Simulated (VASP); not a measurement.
Data:

```
Cu2O
1.0
    4.13439     0.00000     0.00000
    0.00000     4.13439     0.00000
    0.00000     0.00000     4.13439
Cu O
4 2
Cartesian
  3.10079   1.03360   3.10079
  1.03360   3.10079   3.10079
  3.10079   3.10079   1.03360
  1.03360   1.03360   1.03360
  0.00000   0.00000   0.00000
  2.06720   2.06720   2.06720
```

Method: LDA (Ceperley-Alder, Perdew-Zunger), VASP's LDA PAW potentials (set 64) (plane waves; VASP). Settings: 620 eV cut-off, 6×6×6 Γ-centred mesh, Gaussian smearing of 0.050 eV, potentials Cu O.

Energy and stress use the plane-wave basis of the starting cell.

### Question
The ions, cell shape and volume at an external pressure of 10.0 GPa are relaxed. What does this cell relax into?

### Answer

```
Cu2O
1.0
    4.09607     0.00000     0.00000
    0.00000     4.09607     0.00000
    0.00000     0.00000     4.09607
Cu O
4 2
Direct
  0.75000   0.25000   0.75000
  0.25000   0.75000   0.75000
  0.75000   0.75000   0.25000
  0.25000   0.25000   0.25000
  0.00000   0.00000   0.00000
  0.50000   0.50000   0.50000
```
Space group Pn-3m (224), at a tolerance of 0.03 Å.

### Question
How do energy and volume change from the first to the last step?

### Answer
The energy (σ→0) changes by +14.9 meV/atom and the volume by -2.8 %, in 3 ionic steps.

```json
[
 {"step": "1", "E(σ→0) (eV)": "-32.5653", "max force (eV/Å)": "0.000", "pressure (GPa)": "4.95", "volume (Å³)": "70.67"},
 {"step": "2", "E(σ→0) (eV)": "-32.3361", "max force (eV/Å)": "0.000", "pressure (GPa)": "15.15", "volume (Å³)": "66.94"},
 {"step": "3", "E(σ→0) (eV)": "-32.4757", "max force (eV/Å)": "0.000", "pressure (GPa)": "9.95", "volume (Å³)": "68.72"}
]
```

The compound is Cu2O in the cuprite structure. This run relaxes it under an external pressure of 10 GPa. Symmetry was kept, so distortions that lower it aren't found.
